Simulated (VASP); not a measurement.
# SbC (Pm-3m) in VASP: further runs

One crystal, SbC, is run at these levels: PBEsol, PBEsol+D3; tasks: relaxation of cell and atoms.

Program: VASP 6.6.1. These are calculated values, not measurements. Logs are shortened: lines on timing, memory, paths and dates and some standing lists are left out, and cuts for length are marked.

## (1) Starting point

Symmetry: Pm-3m, No. 221, cubic system. Conventional cell: a = 3.115 Å, b = 3.115 Å, c = 3.115 Å, α = 90.00°, β = 90.00°, γ = 90.00°. Sb (site symmetry m-3m) is surrounded by 8 C at 2.70 Å. Around C (site symmetry m-3m) lie 8 Sb at 2.70 Å.

The cell was built by a generator and needn't be a form met in nature.

## (2) Relaxation of cell and atoms, PBEsol

File INCAR:

```
SYSTEM = SbC
PREC     = Accurate       ! precision mode
ENCUT    = 600            ! plane-wave cutoff, eV
EDIFF    = 1E-6           ! SCF threshold, eV
ISMEAR   = -1             ! smearing method
SIGMA    = 0.05           ! smearing width, eV
LREAL    = .False.        ! projectors in reciprocal space
LASPH    = .True.         ! aspherical terms in the spheres
NELM     = 80             ! most SCF steps
ALGO     = Normal         ! electronic algorithm
ISIF     = 3              ! what is computed and relaxed
LWAVE    = .False.        ! write WAVECAR
LCHARG   = .False.        ! write CHGCAR
GGA      = PS             ! functional
IBRION   = 2              ! ionic algorithm
NSW      = 40             ! ionic steps
EDIFFG   = -0.01          ! ionic threshold
```

File KPOINTS:

```
Automatic mesh
0
Gamma
  9 9 9
  0 0 0
```

File POSCAR:

```
SbC
1.0
    3.1146800000      0.0000000000      0.0000000000
    0.0000000000      3.1146800000      0.0000000000
    0.0000000000      0.0000000000      3.1146800000
Sb C
1 1
Direct
    0.5000000000      0.5000000000      0.5000000000
    0.0000000000      0.0000000000      0.0000000000
```

Potentials or basis: VASP PAW PBE potentials, release 64 (Sb, C).

On the command line:

```sh
> cat potpaw_PBE.64/Sb/POTCAR potpaw_PBE.64/C/POTCAR > POTCAR
> mpirun -np 1 vasp_std > vasp.out
```

OUTCAR:

```text
SYSTEM = SbC
   PREC = Accurate
   ENCUT = 600
   EDIFF = 1E-6
   ISMEAR = -1
   LREAL = .False.
   LASPH = .True.
   NELM = 80
   ISIF = 3
   GGA = PS
   IBRION = 2
   NSW = 40
   EDIFFG = -0.01

 ion  position               nearest neighbor table
   1  0.500  0.500  0.500-   2 2.70   2 2.70   2 2.70   2 2.70   2 2.70   2 2.70   2 2.70   2 2.70

   2  0.000  0.000  0.000-   1 2.70   1 2.70   1 2.70   1 2.70   1 2.70   1 2.70   1 2.70   1 2.70

  LATTYP: Found a simple cubic cell.
 ALAT       =     3.1146800000

  Lattice vectors:

 A1 = (   3.1146800000,   0.0000000000,   0.0000000000)
 A2 = (   0.0000000000,   3.1146800000,   0.0000000000)
 A3 = (   0.0000000000,   0.0000000000,   3.1146800000)

Analysis of symmetry for initial positions (statically):
=====================================================================
 Subroutine PRICEL returns:
 Original cell was already a primitive cell.

 Routine SETGRP: Setting up the symmetry group for a
 simple cubic supercell.

 Subroutine GETGRP returns: Found 48 space group operations
 (whereof 48 operations were pure point group operations)
 out of a pool of 48 trial point group operations.

The static configuration has the point symmetry O_h .

Analysis of symmetry for dynamics (positions and initial velocities):
=====================================================================
 Subroutine PRICEL returns:
 Original cell was already a primitive cell.

 Routine SETGRP: Setting up the symmetry group for a
 simple cubic supercell.

 Subroutine GETGRP returns: Found 48 space group operations
 (whereof 48 operations were pure point group operations)
 out of a pool of 48 trial point group operations.

The dynamic configuration has the point symmetry O_h .

 Subroutine INISYM returns: Found 48 space group operations
 (whereof 48 operations are pure point group operations),
 and found     1 'primitive' translations

----------------------------------------------------------------------------------------

                                     Primitive cell

  volume of cell :      30.2162

  direct lattice vectors                    reciprocal lattice vectors
     3.114680000  0.000000000  0.000000000     0.321060269  0.000000000  0.000000000
     0.000000000  3.114680000  0.000000000     0.000000000  0.321060269  0.000000000
     0.000000000  0.000000000  3.114680000     0.000000000  0.000000000  0.321060269

  length of vectors
     3.114680000  3.114680000  3.114680000     0.321060269  0.321060269  0.321060269

  position of ions in fractional coordinates (direct lattice)
     0.500000000  0.500000000  0.500000000
     0.000000000  0.000000000  0.000000000

  ion indices of the primitive-cell ions
   primitive index   ion index
                 1           1
                 2           2

----------------------------------------------------------------------------------------

 KPOINTS: Automatic mesh

Automatic generation of k-mesh.
 Grid dimensions read from file:
 generate k-points for:    9    9    9

 Generating k-lattice:

  Cartesian coordinates                     Fractional coordinates (reciprocal lattice)
     0.035673363  0.000000000  0.000000000     0.111111111  0.000000000  0.000000000
     0.000000000  0.035673363  0.000000000     0.000000000  0.111111111  0.000000000
     0.000000000  0.000000000  0.035673363     0.000000000  0.000000000  0.111111111

  Length of vectors
     0.035673363  0.035673363  0.035673363

  Shift w.r.t. Gamma in fractional coordinates (k-lattice)
     0.000000000  0.000000000  0.000000000

 Subroutine IBZKPT returns following result:
 ===========================================

 Found     35 irreducible k-points:

 Following reciprocal coordinates:
            Coordinates               Weight
  0.000000  0.000000  0.000000      1.000000
  0.111111  0.000000  0.000000      6.000000
  0.222222  0.000000  0.000000      6.000000
  0.333333  0.000000  0.000000      6.000000
  0.444444  0.000000  0.000000      6.000000
  0.111111  0.111111  0.000000     12.000000
[... 16 lines left out ...]
  0.333333  0.333333  0.111111     24.000000
  0.444444  0.333333  0.111111     48.000000
 [... further k-points ...]
   k-points           NKPTS =     35   k-points in BZ     NKDIM =     35   number of bands    NBANDS=      8
   number of dos      NEDOS =    301   number of ions     NIONS =      2
   total plane-waves  NPLWV =  21952
   dimension x,y,z NGX =    28 NGY =   28 NGZ =   28
   dimension x,y,z NGXF=    56 NGYF=   56 NGZF=   56
   ions per type =               1   1
   NGX,Y,Z   is equivalent  to a cutoff of  14.94, 14.94, 14.94 a.u.
   NGXF,Y,Z  is equivalent  to a cutoff of  29.89, 29.89, 29.89 a.u.
 SYSTEM =  SbC
   PREC   = accura    normal or accurate (medium, high low for compatibility)
   ISTART =      0    job   : 0-new  1-cont  2-samecut
   ICHARG =      2    charge: 1-file 2-atom 10-const
   ISPIN  =      1    spin polarized calculation?
   LNONCOLLINEAR =      F non collinear calculations
   LSORBIT =      F    spin-orbit coupling
   LASPH  =      T    aspherical Exc in radial PAW
   ENCUT  =  600.0 eV  44.10 Ry    6.64 a.u.   6.22  6.22  6.22*2*pi/ulx,y,z
   NELM   =     80;   NELMIN=  2; NELMDL= -5     # of ELM steps
   EDIFF  = 0.1E-05   stopping-criterion for ELM
   LREAL  =      F    real-space projection
   EDIFFG = -.1E-01   stopping-criterion for IOM
   NSW    =     40    number of steps for IOM
   IBRION =      2    ionic relax: 0-MD 1-quasi-New 2-CG
   NFREE  =      1    steps in history (QN), initial steepest desc. (CG)
   ISIF   =      3    stress and relaxation
   ISYM   =      2    0-nonsym 1-usesym 2-fastsym
   POTIM  = 0.5000    time-step for ionic-motion
   TEBEG  =    0.0;   TEEND  =   0.0 temperature during run
   PSTRESS=    0.0 pullay stress
   NELECT =       9.0000    total number of electrons
   NUPDOWN=      -1.0000    fix difference up-down
   EMIN   =  10.00;   EMAX   =-10.00  energy-range for DOS
   EFERMI =   0.00;   METHOD = LEGACY
   ISMEAR =    -1;   SIGMA  =   0.05  broadening in eV -4-tet -1-fermi 0-gaus
   EFERMI_NEDOS =   21; number of points for ismear=-14 and -15
   IALGO  =     38    algorithm
   IMIX   =      4    mixing-type and parameters
     AMIX     =   0.40;   BMIX     =  1.00
     AMIX_MAG =   1.60;   BMIX_MAG =  1.00
  volume/ion in A,a.u.               =      15.11       101.95
  Fermi-wavevector in a.u.,A,eV,Ry     =   1.093307  2.066051 16.263326  1.195321
  Thomas-Fermi vector in A             =   2.229590
   LORBIT       =      0    0 simple, 1 ext, 2 COOP (PROOUT), +10 PAW based schemes
   GGA     = PS    functional components
   LHFCALC =     F    Hartree Fock is set to
   AEXX    =    0.0000 exact exchange contribution
   IVDW    =     0    specifies the selected vdW correction
   LEPSILON=     F    determine dielectric tensor
   LRPA    =     F    only Hartree local field effects (RPA)
 conjugate gradient relaxation of ions
 non-spin polarized calculation
  energy-cutoff  :      600.00
  volume of cell :       30.22
 maximum number of plane-waves:      1021
 NGX is ok and might be reduce to    28
   NGX = 13   NGY = 13   NGZ = 13

--------------------------------------- Ionic step        1  -------------------------------------------

 number of electron       9.0000000 magnetization

 Free energy of the ion-electron system (eV)
  ---------------------------------------------------
  ext. energy  EPLUGINS =         0.00000000
  ---------------------------------------------------
  free energy    TOTEN  =        -9.92521987 eV

  energy without entropy =       -9.91493717  energy(sigma->0) =       -9.92007852

 E-fermi :   9.5255     XC(G=0): -11.5034

 val. band max:        9.5015898233   @ k =   0.4444   0.3333   0.1111
 cond. band min:       9.5910066124   @ k =   0.3333   0.2222   0.0000
 fundamental gap:      0.0894167891
 Fermi energy:         9.5254737686

 k-point     1 :       0.0000    0.0000    0.0000
  band No.  band energies     occupation
      1      -5.6494      2.00000
      2       5.4530      2.00000
      3       7.8605      2.00000
      4       7.8605      2.00000
      5       7.8605      2.00000
      6      14.9432      0.00000
      7      14.9432      0.00000
      8      17.1048      0.00000

 k-point     2 :       0.1111    0.0000    0.0000
  band No.  band energies     occupation
      1      -5.4632      2.00000
      2       4.5998      2.00000
      3       8.0254      2.00000
      4       8.0254      2.00000
      5       8.0677      2.00000
      6      15.0082      0.00000
      7      15.0962      0.00000
      8      16.7798      0.00000
[... 300 lines left out ...]
 POSITION                                       TOTAL-FORCE (eV/Angst)
 -----------------------------------------------------------------------------------
      1.51930      1.51930      1.51930        -0.000000     -0.000000      0.000000
      0.00000      0.00000      0.00000         0.000000      0.000000      0.000000
 -----------------------------------------------------------------------------------
    total drift:                               -0.000000     -0.000000     -0.000000

  FREE ENERGIE OF THE ION-ELECTRON SYSTEM (eV)
  ---------------------------------------------------
  free  energy   TOTEN  =        -9.9452810790 eV

  energy  without entropy=       -9.9356025897  energy(sigma->0) =       -9.94044183

--------------------------------------- Ionic step        3  -------------------------------------------

 number of electron       9.0000000 magnetization

 Free energy of the ion-electron system (eV)
  ---------------------------------------------------
  ext. energy  EPLUGINS =         0.00000000
  ---------------------------------------------------
  free energy    TOTEN  =        -9.95121188 eV

  energy without entropy =       -9.94205689  energy(sigma->0) =       -9.94663438

 E-fermi :  10.2420     XC(G=0): -11.7347

 val. band max:       10.1870419750   @ k =   0.4444   0.3333   0.1111
 cond. band min:      10.2865884715   @ k =   0.3333   0.2222   0.0000
 fundamental gap:      0.0995464966
 Fermi energy:        10.2419505445

 k-point     1 :       0.0000    0.0000    0.0000
  band No.  band energies     occupation
      1      -5.4253      2.00000
      2       6.5074      2.00000
      3       8.4727      2.00000
      4       8.4727      2.00000
      5       8.4727      2.00000
      6      15.6658      0.00000
      7      15.6658      0.00000
      8      18.3366      0.00000

 k-point     2 :       0.1111    0.0000    0.0000
  band No.  band energies     occupation
      1      -5.2312      2.00000
      2       5.4639      2.00000
      3       8.6460      2.00000
      4       8.6460      2.00000
      5       8.8300      2.00000
      6      15.8214      0.00000
      7      15.8816      0.00000
      8      17.9806      0.00000
[... 264 lines left out ...]
 POSITION                                       TOTAL-FORCE (eV/Angst)
 -----------------------------------------------------------------------------------
      1.53130      1.53130      1.53130        -0.000000     -0.000000      0.000000
      0.00000      0.00000      0.00000         0.000000      0.000000      0.000000
 -----------------------------------------------------------------------------------
    total drift:                               -0.000000     -0.000000     -0.000000

  FREE ENERGIE OF THE ION-ELECTRON SYSTEM (eV)
  ---------------------------------------------------
  free  energy   TOTEN  =        -9.9512118757 eV

  energy  without entropy=       -9.9420568888  energy(sigma->0) =       -9.94663438

 reached required accuracy - stopping structural energy minimisation
```

It took 18 s on 1 thread of Intel Xeon Platinum 8375C at 2.90GHz (Ice Lake), shared host; peak memory 0.17 GiB.

What came out:

```yaml
Free_energy: -9.9512 eV
Relaxed_volume: 14.36 Å³/atom
Relaxed_cell: a = 3.063 Å, b = 3.063 Å, c = 3.063 Å, α = 90.00°, β = 90.00°, γ = 90.00°
Space_group_after_relaxing_to_0.05_Å: Pm-3m (No. 221)
Energy_gained_by_relaxing: 13.0 meV/atom
Ionic_steps: 3
Pressure_after_relaxing: 0.0 GPa
```

Step by step:
| step | energy change (eV) | largest force (eV/Å) | pressure (GPa) | volume (Å³) |
| --- | --- | --- | --- | --- |
| 1 | 0.0000 | 0.0000 | -5.37 | 30.22 |
| 2 | -0.0201 | 0.0000 | 2.84 | 28.06 |
| 3 | -0.0260 | 0.0000 | 0.03 | 28.73 |

Final structure:
```xyz
2
Lattice="3.0626 0.0000 0.0000 0.0000 3.0626 0.0000 0.0000 0.0000 3.0626" Properties=species:S:1:pos:R:3 pbc="T T T"
Sb    1.5313    1.5313    1.5313
C     0.0000    0.0000    0.0000
```

Caveat: the bands computed are all filled at some k points, so no gap is given; the PAW data sets were made with another functional, which shifts forces and pressure a little. Spin-orbit coupling is left out, which matters for the levels of Sb.

## (3) Relaxation of cell and atoms, PBEsol+D3

INCAR: that of step 2 with these lines changed.

```diff
@@ -14,2 +14,3 @@
 GGA      = PS             ! functional
+IVDW     = 11             ! dispersion correction
 IBRION   = 2              ! ionic algorithm
```

KPOINTS is that of step 2.

POSCAR is that of step 2.

Potentials or basis: VASP PAW PBE potentials, release 64 (Sb, C).

On the command line:

```sh
> cat potpaw_PBE.64/Sb/POTCAR potpaw_PBE.64/C/POTCAR > POTCAR
> mpirun -np 1 vasp_std > vasp.out
```

It took 19 s on 1 thread of Intel Xeon Platinum 8375C at 2.90GHz (Ice Lake), shared host; peak memory 0.18 GiB.

It converged, with:

```yaml
Free_energy: -10.2815 eV
Relaxed_volume: 14.17 Å³/atom
Relaxed_cell: a = 3.049 Å, b = 3.049 Å, c = 3.049 Å, α = 90.00°, β = 90.00°, γ = 90.00°
Space_group_after_relaxing_to_0.05_Å: Pm-3m (No. 221)
Energy_gained_by_relaxing: 20.2 meV/atom
Ionic_steps: 4
Pressure_after_relaxing: 0.0 GPa
Dispersion_energy_per_atom: -0.166 eV
```

Step by step:
```
step  energy change (eV)  largest force (eV/Å)  pressure (GPa)  volume (Å³)
   1              0.0000                0.0000           -6.20        30.22
   2             -0.0355                0.0000            2.59        27.73
   3             -0.0404                0.0000            0.15        28.31
   4             -0.0404                0.0000           -0.02        28.35
```

Final structure:
```
Sb C
1.0
     3.04918    0.00000    0.00000
     0.00000    3.04918    0.00000
     0.00000    0.00000    3.04918
Sb C
1 1
Direct
  0.50000 0.50000 0.50000
  0.00000 0.00000 0.00000
```

Levels at points of the mesh, in eV from the Fermi level:
```csv
k point,band 1,band 2,band 3,band 4,band 5,band 6,band 7,band 8
"(0.00, 0.00, 0.00)",-15.80,-3.65,-1.80,-1.80,-1.80,5.42,5.42,8.23
```

Caveat: the bands computed are all filled at some k points, so no gap is given; the PAW data sets were made with another functional, which shifts forces and pressure a little.
